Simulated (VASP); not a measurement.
## Ir (relaxed from the beta-Sn structure, space group I4_1/amd): computed properties

Method: PBEsol GGA, VASP's PBE PAW potentials (set 64) (plane waves; VASP).

```yaml
space_group: I4_1/amd (141)
cell: a = b = 4.8017 Å, c = 2.7255 Å, α = β = γ = 90.00°
volume_per_atom: 15.71 Å³/atom
band gap (over mesh and band path): none (metal, semimetal or under 0.01 eV)
density: 20.32 g/cm³
```

```cif
data_Ir2
_chemical_formula_sum 'Ir2'
_space_group_name_H-M_alt 'P 1'
_space_group_IT_number 1
_cell_length_a 3.65860
_cell_length_b 3.65860
_cell_length_c 3.65860
_cell_angle_alpha 97.975
_cell_angle_beta 97.975
_cell_angle_gamma 136.262
loop_
_space_group_symop_operation_xyz
  'x, y, z'
loop_
_atom_site_label
_atom_site_type_symbol
_atom_site_fract_x
_atom_site_fract_y
_atom_site_fract_z
_atom_site_occupancy
Ir1 Ir 0.75000 0.25000 0.50000 1
Ir2 Ir 0.00000 0.00000 0.00000 1
```

Unless said otherwise, spin-orbit coupling is left out, though it shifts the bands of the heavy elements here.

The structure was generated: Ir was put into the beta-Sn type (I4_1/amd), which need not be its known phase. It was relaxed first, which changed the volume by +6 %. Symmetry was kept, so distortions that lower it aren't found.
